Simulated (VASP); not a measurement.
# Lattice vibrations of NbAs, part 2 of 3

Wanted: whether NbAs is dynamically stable, and its vibrational spectrum. The start is a cell from a database of measured crystal structures.

VASP 6.6.1; PBEsol; plane waves and PAW (Nb_sv, As).

So far. Step 2 (Relax the host): The run ended after 7 ionic steps, 0.016 eV below its first step, once forces and stress met EDIFFG = -0.02. The relaxed cell has a = 3.441, c = 11.587 Å (conventional setting).

## (3) Tight relaxation

Force constants are second derivatives, so residual forces and stress must first be far smaller than in an ordinary relaxation. Smearing, mesh and cutoff differ from the relaxation before, which can move the cell too.

File INCAR:

```
SYSTEM = NbAs
PREC = Accurate
ENCUT = 360
EDIFF = 1E-08
NELM = 120
ISMEAR = 1
SIGMA = 0.2
LREAL = .FALSE.
ALGO = Fast
GGA = PS
NBANDS = 24
LASPH = .TRUE.
LORBIT = 11
LWAVE = .FALSE.
LCHARG = .FALSE.
KPAR = 4
IBRION = 1
NSW = 30
ISIF = 3
EDIFFG = -0.002
POTIM = 0.4
```

File POSCAR:

```
NbAs
1.0
   -1.7203925604      1.7203925604      5.7934438936
    1.7203925604     -1.7203925604      5.7934438936
    1.7203925604      1.7203925604     -5.7934438936
Nb As
2 2
Direct
    0.4987145764      0.9987145764      0.5000000000
    0.7487145764      0.7487145764      0.0000000000
    0.9172854236      0.4172854236      0.5000000000
    0.1672854236      0.1672854236      0.0000000000
```

File KPOINTS:

```
Automatic mesh
0
Gamma
13 13 13
0 0 0
```

Potentials, in the order of the species: Nb_sv and As (PBE family, release 64).

On the command line:

```
$ mpirun -np 4 vasp_std
```

The log of the run:

```text
[banner, memory and clock lines left out]
running    4 mpi-ranks, on    1 nodes
 distrk:  each k-point on    1 cores,    4 groups
 distr:  one band on    1 cores,    1 groups

 POSCAR found type information on POSCAR NbAs
 POSCAR found :  2 types and       4 ions
 [... a notice as in an earlier step ...]

 LDA part: xc-table for (Slater+PW92), standard interpolation
 POSCAR, INCAR and KPOINTS ok, starting setup
 FFT: planning ... GRIDC
 FFT: planning ... GRID_SOFT
 FFT: planning ... GRID
 WAVECAR not read
 entering main loop
       N       E                     dE             d eps       ncg     rms          rms(c)
DAV:   1     0.268244116304E+03    0.26824E+03   -0.16105E+04  9560   0.113E+03
DAV:   2    -0.144120807495E+02   -0.28266E+03   -0.27675E+03 11784   0.426E+02
DAV:   3    -0.360644756238E+02   -0.21652E+02   -0.21445E+02 17560   0.865E+01
DAV:   4    -0.371203933645E+02   -0.10559E+01   -0.10532E+01 13304   0.173E+01
DAV:   5    -0.371550051087E+02   -0.34612E-01   -0.34606E-01 15920   0.315E+00    0.119E+01
RMM:   6    -0.350380547558E+02    0.21170E+01   -0.69546E+00 11904   0.152E+01    0.373E+00
RMM:   7    -0.351469349438E+02   -0.10888E+00   -0.22595E+00 13171   0.582E+00    0.175E+00
RMM:   8    -0.351329021709E+02    0.14033E-01   -0.45509E-01 12097   0.444E+00    0.120E+00
RMM:   9    -0.351099098013E+02    0.22992E-01   -0.12825E-01 13221   0.236E+00    0.328E-01
RMM:  10    -0.351157336698E+02   -0.58239E-02   -0.55788E-02 14921   0.912E-01    0.441E-01
RMM:  11    -0.351181688831E+02   -0.24352E-02   -0.22799E-02 14467   0.691E-01    0.474E-01
RMM:  12    -0.351207942105E+02   -0.26253E-02   -0.16972E-02 15439   0.456E-01    0.492E-01
RMM:  13    -0.351214278241E+02   -0.63361E-03   -0.43351E-03 15803   0.305E-01    0.470E-01
WARNING in EDDRMM: call to ZHEGV failed, returncode =   8  4     14
WARNING in EDDRMM: call to ZHEGV failed, returncode =   6  3     14
RMM:  14    -0.351205687764E+02    0.85905E-03   -0.24810E-03 14414   0.218E-01    0.408E-01
WARNING in EDDRMM: call to ZHEGV failed, returncode =   6  3     13
WARNING in EDDRMM: call to ZHEGV failed, returncode =   6  3     17
RMM:  15    -0.351203891910E+02    0.17959E-03   -0.14076E-03 15491   0.151E-01    0.397E-01
RMM:  16    -0.351205314231E+02   -0.14223E-03   -0.54527E-04 15497   0.935E-02    0.411E-01
RMM:  17    -0.351188192236E+02    0.17122E-02   -0.19919E-03 14455   0.264E-01    0.248E-01
RMM:  18    -0.351186483199E+02    0.17090E-03   -0.60138E-04 14217   0.132E-01    0.191E-01
RMM:  19    -0.351184828959E+02    0.16542E-03   -0.24394E-04 14370   0.984E-02    0.142E-01
WARNING in EDDRMM: call to ZHEGV failed, returncode =   8  4     11
WARNING in EDDRMM: call to ZHEGV failed, returncode =   6  3     10
RMM:  20    -0.351183990005E+02    0.83895E-04   -0.22272E-04 14436   0.765E-02    0.106E-01
RMM:  21    -0.351182919010E+02    0.10710E-03   -0.20995E-04 13976   0.883E-02    0.535E-02
RMM:  22    -0.351182678524E+02    0.24049E-04   -0.22415E-04 13962   0.814E-02    0.150E-02
RMM:  23    -0.351182705835E+02   -0.27310E-05   -0.61460E-05 14505   0.458E-02    0.801E-03
RMM:  24    -0.351182723522E+02   -0.17687E-05   -0.17363E-05 15307   0.230E-02    0.828E-03
RMM:  25    -0.351182732630E+02   -0.91083E-06   -0.10173E-05 14800   0.157E-02    0.939E-03
WARNING in EDDRMM: call to ZHEGV failed, returncode =   6  3     10
WARNING in EDDRMM: call to ZHEGV failed, returncode =   8  4     13
WARNING in EDDRMM: call to ZHEGV failed, returncode =   8  4      9
WARNING in EDDRMM: call to ZHEGV failed, returncode =   6  3     11
WARNING in EDDRMM: call to ZHEGV failed, returncode =   8  4      9
WARNING in EDDRMM: call to ZHEGV failed, returncode =   8  4      9
WARNING in EDDRMM: call to ZHEGV failed, returncode =   8  4     13
WARNING in EDDRMM: call to ZHEGV failed, returncode =   6  3      9
WARNING in EDDRMM: call to ZHEGV failed, returncode =   8  4      9
WARNING in EDDRMM: call to ZHEGV failed, returncode =   6  3     14
WARNING in EDDRMM: call to ZHEGV failed, returncode =   8  4     11
RMM:  26    -0.351182732053E+02    0.57683E-07   -0.36853E-06 15173   0.985E-03    0.762E-03
WARNING in EDDRMM: call to ZHEGV failed, returncode =   8  4     11
WARNING in EDDRMM: call to ZHEGV failed, returncode =   8  4     10
 num prob  num prob  num prob WARNING in EDDRMM: call to ZHEGV failed, returncode =   8  4     11
WARNING in EDDRMM: call to ZHEGV failed, returncode =   8  4     11
WARNING in EDDRMM: call to ZHEGV failed, returncode =   6  3     12
RMM:  27    -0.351182727384E+02    0.46695E-06   -0.19083E-06 14394   0.770E-03    0.369E-03
 num prob  num prob  num prob  num prob  num prob  num prob  num prob  num prob  num prob  num prob  num prob  num prob  num prob  num prob  num prob  num prob  num prob  num prob  num prob  num prob  num prob  num prob  num prob  num prob  num prob  num prob  num prob  num prob  num prob  num prob  num prob  num prob  num prob  num prob  num prob  num prob  num prob  num prob  num prob  num prob  num prob  num prob  [...]
 num prob  num prob  num prob  num prob  num prob  num prob  num prob  num prob  num prob  num prob  num prob  num prob  num prob  num prob  num prob  num prob  num prob  num prob  num prob  num prob  num prob  num prob  num prob  num prob  num prob  num prob  num prob  num prob  num prob  num prob  num prob  num prob  num prob  num prob  num prob  num prob  num prob  num prob  num prob  num prob  num prob  num prob  [...]
 num prob  num prob WARNING in EDDRMM: call to ZHEGV failed, returncode =   6  3     11
 num prob  num prob  num prob WARNING in EDDRMM: call to ZHEGV failed, returncode =   8  4     10
 num prob  num prob  num prob WARNING in EDDRMM: call to ZHEGV failed, returncode =   6  3     12
 num prob  num prob WARNING in EDDRMM: call to ZHEGV failed, returncode =   8  4      9
WARNING in EDDRMM: call to ZHEGV failed, returncode =   8  4     12
 num prob  num prob  num prob  num prob  num prob  num prob  num prob  num prob  num prob  num prob  num prob  num prob  num prob WARNING in EDDRMM: call to ZHEGV failed, returncode =   8  4      9
 num prob  num prob  num prob  num prob  num prob WARNING in EDDRMM: call to ZHEGV failed, returncode =   8  4      9
 num prob  num prob  num prob WARNING in EDDRMM: call to ZHEGV failed, returncode =   6  3     11
WARNING in EDDRMM: call to ZHEGV failed, returncode =   6  3     15
 num prob  num prob  num prob  num prob  num prob  num prob  num prob  num prob  num prob  num prob WARNING in EDDRMM: call to ZHEGV failed, returncode =   8  4     16
[...]
num prob  num prob  num prob  num prob  num prob  num prob  num prob  num prob  num prob  num prob  num prob  num prob  num prob  num prob  num prob  num prob  num prob  num prob  num prob  num prob  num prob  num prob  num prob  num prob  num prob  num prob  num prob  num prob  num prob  num prob  num prob  num prob  num prob  num prob  num prob  num prob  num prob  num prob  num prob  num prob  num prob  num prob  [...]
 num prob  num prob  num prob  num prob  num prob  num prob  num prob  num prob  num prob  num prob  num prob  num prob  num prob  num prob  num prob  num prob  num prob  num prob  num prob  num prob  num prob  num prob  num prob  num prob  num prob  num prob  num prob  num prob  num prob  num prob  num prob  num prob  num prob  num prob  num prob  num prob  num prob  num prob  num prob  num prob  num prob  num prob  [...]
 num prob  num prob  num prob  num prob  num prob  num prob  num prob  num prob  num prob  num prob  num prob  num prob  num prob  num prob  num prob  num prob  num prob  num prob  num prob  num prob  num prob  num prob  num prob  num prob  num prob  num prob  num prob  num prob  num prob  num prob  num prob  num prob  num prob  num prob  num prob  num prob  num prob  num prob  num prob  num prob  num prob  num prob  num prob  num prob  num prob  num prob  num prob  num prob  num prob  num prob  num prob  num prob WARNING in EDDRMM: call to ZHEGV failed, returncode =   8  4      9
 num prob  num prob  num prob  num prob  num prob  num prob  num prob  num prob  num prob  num prob  num prob  num prob  num prob  num prob  num prob  num prob  num prob  num prob  num prob  num prob  num prob  num prob  num prob  num prob  num prob  num prob  num prob  num prob  num prob  num prob  num prob  num prob  num prob  num prob  num prob  num prob  num prob  num prob  num prob  num prob  num prob  num prob  [...]
 num prob WARNING in EDDRMM: call to ZHEGV failed, returncode =   6  3      9
 num prob  num prob  num prob  num prob  num prob  num prob  num prob  num prob  num prob  num prob  num prob  num prob  num prob  num prob  num prob  num prob  num prob  num prob  num prob  num prob  num prob  num prob  num prob  num prob  num prob  num prob  num prob  num prob  num prob  num prob  num prob  num prob  num prob  num prob  num prob  num prob  num prob  num prob  num prob  num prob  num prob  num prob  [...]
 num prob  num prob  num prob  num prob  num prob  num prob  num prob  num prob  num prob  num prob  num prob  num prob  num prob  num prob  num prob  num prob  num prob  num prob  num prob  num prob  num prob  num prob  num prob  num prob  num prob  num prob  num prob  num prob  num prob  num prob  num prob  num prob  num prob  num prob  num prob  num prob  num prob  num prob  num prob  num prob  num prob  num prob  [...]
   2 F= -.35118258E+02 E0= -.35118880E+02  d E =0.140183E-04
[...]
WARNING in EDDRMM: call to ZHEGV failed, returncode =   8  4      9
WARNING in EDDRMM: call to ZHEGV failed, returncode =   8  4     10
[...]
WARNING in EDDRMM: call to ZHEGV failed, returncode =   8  4     13
WARNING in EDDRMM: call to ZHEGV failed, returncode =   8  4     11
WARNING in EDDRMM: call to ZHEGV failed, returncode =   8  4     17
WARNING in EDDRMM: call to ZHEGV failed, returncode =   6  3     11
[...]
num prob  num prob  num prob  num prob  num prob  num prob  num prob  num prob  num prob  num prob  num prob  num prob  num prob  num prob  num prob  num prob WARNING in EDDRMM: call to ZHEGV failed, returncode =   8  4     13
[...]
num prob  num prob  num prob  num prob  num prob  num prob  num prob  num prob  num prob  num prob  num prob  num prob  num prob  num prob  num prob  num prob  num prob  num prob  num prob  num prob  num prob  num prob  num prob  num prob  num prob WARNING in EDDRMM: call to ZHEGV failed, returncode =   6  3     13
[...]
num prob  num prob  num prob  num prob  num prob  num prob  num prob  num prob  num prob  num prob  num prob  num prob  num prob  num prob  num prob  num prob  num prob WARNING in EDDRMM: call to ZHEGV failed, returncode =   8  4      9
 num prob  num prob  num prob  num prob  num prob  num prob WARNING in EDDRMM: call to ZHEGV failed, returncode =   8  4     11
 num prob  num prob  num prob  num prob  num prob  num prob  num prob  num prob  num prob  num prob  num prob WARNING in EDDRMM: call to ZHEGV failed, returncode =   8  4     17
[...]
3 F= -.35118312E+02 E0= -.35118936E+02  d E =-.536820E-04
 BRION: g(F)=  0.157E-06 g(S)=  0.393E-05 retain N=  1 mean eig= 0.46
 eig:   0.459
 bond charge predicted
       N       E                     dE             d eps       ncg     rms          rms(c)
DAV:   1    -0.351183168342E+02   -0.47342E-05   -0.14468E-04 13344   0.125E-01    0.147E-02
RMM:   2    -0.351183137043E+02    0.31299E-05   -0.11734E-05 11481   0.325E-02    0.448E-03
RMM:   3    -0.351183133536E+02    0.35067E-06   -0.49370E-06 12222   0.153E-02    0.250E-03
WARNING in EDDRMM: call to ZHEGV failed, returncode =   6  3      9
RMM:   4    -0.351183131125E+02    0.24116E-06   -0.65016E-07 12342   0.586E-03    0.753E-04
 num prob  num prob  num prob  num prob  num prob  num prob  num prob  num prob  num prob  num prob  num prob  num prob  num prob  num prob  num prob  num prob  num prob  num prob  num prob  num prob  num prob  num prob  num prob  num prob  num prob  num prob  num prob  num prob  num prob  num prob  num prob  num prob  num prob  num prob  num prob  num prob  num prob  num prob  num prob  num prob  num prob  num prob  num prob  num prob  num prob  num prob  num prob  num prob  num prob  num prob  num prob  num prob  num prob  num prob  num prob  num prob  num prob  num prob  num prob RMM:   5    -0.351183130425E+02    0.69968E-07   -0.29109E-07 12850   0.355E-03    0.518E-04
 num prob  num prob  num prob  num prob  num prob  num prob  num prob  num prob  num prob  num prob  num prob  num prob  num prob  num prob  num prob  num prob  num prob  num prob  num prob  num prob  num prob  num prob  num prob  num prob  num prob  num prob  num prob  num prob  num prob  num prob  num prob  num prob  num prob  num prob  num prob  num prob  num prob  num prob  num prob  num prob  num prob  num prob  [...]
 num prob  num prob  num prob  num prob  num prob  num prob  num prob  num prob  num prob  num prob  num prob  num prob  num prob  num prob  num prob  num prob  num prob  num prob  num prob  num prob WARNING in EDDRMM: call to ZHEGV failed, returncode =   6  3     18
 num prob  num prob  num prob  num prob  num prob  num prob RMM:   6    -0.351183130130E+02    0.29520E-07   -0.85639E-08  9900   0.188E-03    0.419E-04
 num prob  num prob  num prob  num prob  num prob  num prob  num prob  num prob  num prob  num prob  num prob  num prob  num prob  num prob  num prob  num prob  num prob  num prob  num prob  num prob  num prob  num prob  num prob  num prob  num prob  num prob  num prob  num prob  num prob  num prob  num prob  num prob  num prob  num prob  num prob  num prob  num prob  num prob  num prob  num prob  num prob  num prob  [...]
 num prob  num prob  num prob  num prob  num prob  num prob  num prob  num prob  num prob  num prob  num prob  num prob  num prob  num prob  num prob  num prob  num prob  num prob  num prob  num prob  num prob  num prob  num prob  num prob  num prob  num prob  num prob  num prob  num prob  num prob  num prob  num prob  num prob  num prob  num prob  num prob  num prob  num prob  num prob  num prob  num prob  num prob  [...]
 num prob  num prob  num prob  num prob  num prob  num prob  num prob  num prob  num prob  num prob  num prob  num prob  num prob  num prob  num prob  num prob  num prob  num prob  num prob  num prob  num prob  num prob  num prob  num prob  num prob  num prob  num prob  num prob  num prob  num prob  num prob  num prob  num prob  num prob  num prob  num prob  num prob  num prob  num prob  num prob  num prob  num prob  [...]
   4 F= -.35118313E+02 E0= -.35118938E+02  d E =-.816512E-06
 BRION: g(F)=  0.226E-07 g(S)=  0.261E-06 retain N=  1 mean eig= 0.68
 eig:   0.682
 reached required accuracy - stopping structural energy minimisation
```

The job ended after 7 min (4 MPI ranks of AMD EPYC 9R45, shared host; peak memory 1.4 GiB; 28 min of CPU time).

Parts of OUTCAR (step 3):

```text
  LATTYP: Found a body centered tetragonal cell.
 ALAT       =     3.4407851208
 C/A-ratio  =     3.3675127567

 Found    196 irreducible k-points:

   k-points           NKPTS =    196   k-points in BZ     NKDIM =    196   number of bands    NBANDS=     24

   dimension x,y,z NGX =    40 NGY =   40 NGZ =   40
   dimension x,y,z NGXF=    80 NGYF=   80 NGZF=   80

   ENCUT  =  360.0 eV  26.46 Ry    5.14 a.u.   9.72  9.72  9.72*2*pi/ulx,y,z

   NELECT =      36.0000    total number of electrons

 E-fermi :   9.7177

 k-point     1 :       0.0000    0.0000    0.0000
  band No.  band energies     occupation
    ...
     14       7.4720      2.00000
     15       7.5965      2.00000
     16       7.9914      2.00000
     17       8.3179      2.00000
     18       8.3179      2.00000
     19      10.4034     -0.00001
     20      11.0013     -0.00000
     21      12.2293     -0.00000
     22      12.7473     -0.00000
     23      12.7473     -0.00000
    ...

 k-point     2 :       0.0769   -0.0000    0.0000
  band No.  band energies     occupation
    ...
     14       7.4037      2.00000
     15       7.6452      2.00000
     16       7.9005      2.00000
     17       8.2898      2.00000
     18       8.4168      2.00000
     19      10.3065     -0.00025
     20      10.8861     -0.00000
     21      12.0994     -0.00000
     22      12.6148     -0.00000
     23      12.9353     -0.00000
    ...

  Total        0.0020515      0.0020515      0.0043160      0.0000000      0.0000000      0.0000000
  in kB        0.0479680      0.0479680      0.1009146      0.0000000      0.0000000      0.0000000
  external PRESSURE =       0.0656169 kB  Pullay stress =       0.0000000 kB

  energy-cutoff  :      360.00
  volume of cell :       68.52
      direct lattice vectors                 reciprocal lattice vectors
    -1.719644031  1.719644031  5.792966779     0.000000000  0.290757849  0.086311560
     1.719644031 -1.719644031  5.792966779     0.290757849  0.000000000  0.086311560
     1.719644031  1.719644031 -5.792966779     0.290757849  0.290757849  0.000000000

 POSITION                                       TOTAL-FORCE (eV/Angst)
 -----------------------------------------------------------------------------------
      1.71964      0.00000      5.77808        -0.000000      0.000000      0.000382
      0.00000      0.00000      8.67456         0.000000     -0.000000      0.000382
     -0.00000      1.71964      4.83464        -0.000000      0.000000     -0.000382
      0.00000      0.00000      1.93815         0.000000     -0.000000     -0.000382
 -----------------------------------------------------------------------------------
    total drift:                               -0.000001     -0.000001     -0.000462

  FREE ENERGIE OF THE ION-ELECTRON SYSTEM (eV)
  ---------------------------------------------------
  free  energy   TOTEN  =       -35.1183129133 eV

  energy  without entropy=      -35.1201877069  energy(sigma->0) =      -35.11893784

 total charge
# of ion       s       p       d       tot
------------------------------------------
    1        2.148   6.015   2.511  10.673
    2        2.148   6.015   2.511  10.673
    3        1.202   1.651   0.078   2.931
    4        1.202   1.651   0.078   2.931
--------------------------------------------------
tot          6.700  15.331   5.178  27.208

[... 3 parts as in an earlier step ...]

[... 7 further parts left out ...]
```

Little changed from the start: no atom moved by 0.005 Å and no cell edge by 0.1 %.

This step gave:

```
electronic cycles                               : 73
free energy (TOTEN)                             : -35.12 eV
energy at zero smearing                         : -35.12 eV
Fermi energy                                    : 9.718 eV
pressure                                        : 0.006562 GPa
labelled metallic, from the levels on this mesh : yes
```

The run ended after 4 ionic steps, 0.000 eV below its first step, once forces and stress met EDIFFG = -0.002.

(Part 2 of 3 ends here.)

[Lines on the potential files, build, host, timing and source positions are cut from VASP's logs without a mark.]

[Logs are printed without paths, hosts, clocks, repeated set-up lines and the standing remarks that a program may print on its own settings, such as how far it seeks lower states.]

[Hosts, paths, dates, database ids (printed as entryN), source tags and the programs' standing remarks are cut or masked in the printed files.]

[Runs that stopped without an error message from VASP are left out.]
